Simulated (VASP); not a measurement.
Input for VASP

File POSCAR:
```
PbTe
1
    0.0000000000     3.1906211520     3.1906211520
    3.1906211520     0.0000000000     3.1906211520
    3.1906211520     3.1906211520     0.0000000000
Te Pb
1 1
Direct
  0.5000000000   0.5000000000   0.5000000000
  0.0000000000   0.0000000000   0.0000000000
```

### KPOINTS
```
K-points
0
Gamma
  7 7 7
```

### INCAR
```
! general
SYSTEM  =PbTe
PREC    =Accurate
ENCUT   =520
LREAL   =.False.
LASPH   =.True.   ! aspherical one-centre terms

! electronic loop
EDIFF   =1E-7   ! SCF stop (eV)
NELM    =100   ! most electronic steps
ALGO    =Normal   ! blocked Davidson
LMAXMIX =4

! smearing
ISMEAR  =0
SIGMA   =0.05   ! width (eV)

! functional
GGA     =MK
LUSE_VDW=.True.
AGGAC   =0.0
PARAM1  =0.1234568
PARAM2  =0.7114
ZAB_VDW =-1.8867

! ions
ISIF    =2   ! forces and stress, cell fixed

! output
LWAVE   =.False.
LCHARG  =.False.
```

POTCAR, in this order: Te Pb_d (PBE.64 set). Program: vasp_std.

Task: Translate this rev-vdW-DF2 calculation to Quantum ESPRESSO's pw.x.

Result: One equivalent input (not run):
```
&CONTROL
  calculation = 'scf'
  pseudo_dir = './pseudo'
  outdir = './out'
  tprnfor = .true.
  tstress = .true.
/
&SYSTEM
  ibrav = 0
  nat = 2
  ntyp = 2
  ecutwfc = 82.3
  occupations = 'smearing'
  smearing = 'gaussian'
  degauss = 0.003675
  input_dft = 'vdw-df2-b86r'
/
&ELECTRONS
  conv_thr = 7.3e-09
  electron_maxstep = 100
/
ATOMIC_SPECIES
  Te 127.600 Te.upf
  Pb 207.200 Pb.upf
CELL_PARAMETERS angstrom
     0.0000000    3.1906212    3.1906212
     3.1906212    0.0000000    3.1906212
     3.1906212    3.1906212    0.0000000
ATOMIC_POSITIONS crystal
  Te   0.5000000  0.5000000  0.5000000
  Pb   0.0000000  0.0000000  0.0000000
K_POINTS automatic
  7 7 7 0 0 0
```
Limits of the translation: the potentials are each code's own (VASP's PAW set, PseudoDojo norm-conserving files in pw.x), so ENCUT and ecutwfc are chosen apart and not converted; conv_thr bounds pw.x's estimated SCF error, while EDIFF bounds the energy change between steps.

The compound is PbTe in the rock salt structure. This cell is one point of a volume scan, at 0.94 of the reference volume.
